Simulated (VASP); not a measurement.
Calculation: PBE GGA, VASP's PBE PAW potentials (set 64) (plane waves; VASP).

VASP input:

KPOINTS:
```
Automatic
0
Gamma
 5 5 4
0 0 0
```

**INCAR**
```
SYSTEM = PbO
PREC = Accurate
ENCUT = 520
EDIFF = 1E-6
NELM = 100
ALGO = Normal
LREAL = .FALSE.
LASPH = .TRUE.
ISMEAR = -1
SIGMA = 0.3
GGA = PE
LMAXMIX = 4
LWAVE = .FALSE.
LCHARG = .FALSE.
ISIF = 2
```

**POSCAR**
```
PbO
1
    3.9687320000     0.0000000000     0.0000000000
    0.0000000000     3.9873450000     0.0000000000
    0.0000000000     0.0000000000     5.0422390000
Pb O
2 2
Direct
  0.5000000000   0.0000000000   0.7650000000
  0.0000000000   0.5000000000   0.2350000000
  0.5000000000   0.5000000000   0.0000000000
  0.0101980000   0.0000000000   0.0000000000
```

POTCAR, in this order: Pb_d O (PBE.64 set). Program: vasp_std.

Predict the energy per atom (σ→0), pressure, largest force.

| Item | Value |
|---|---|
| energy per atom (σ→0) | -5.351 eV/atom |
| pressure | 4.53 GPa |
| largest force | 0.466 eV/Å |

OSZICAR:
```
...
DAV:   9    -0.214239811735E+02    0.35569E-01   -0.22171E-01  2512   0.397E+00    0.244E-01
DAV:  10    -0.214263529963E+02   -0.23718E-02   -0.18417E-02  2016   0.948E-01    0.115E-01
DAV:  11    -0.214261366689E+02    0.21633E-03   -0.35620E-03  2640   0.507E-01    0.499E-02
DAV:  12    -0.214261636370E+02   -0.26968E-04   -0.32779E-04  1688   0.130E-01    0.531E-02
DAV:  13    -0.214261280487E+02    0.35588E-04   -0.22947E-04  2664   0.153E-01    0.733E-03
DAV:  14    -0.214261279337E+02    0.11496E-06   -0.24040E-05  2144   0.382E-02    0.241E-03
DAV:  15    -0.214261277877E+02    0.14598E-06   -0.16759E-06  1520   0.133E-02
   1 F= -.21426128E+02 E0= -.21402992E+02  d E =-.462717E-01
```

The compound is PbO in the litharge structure. The cell was not relaxed at this level. The run is one of a series of settings (ISMEAR = -1, SIGMA = 0.3 against the base run), some of them coarse on purpose.
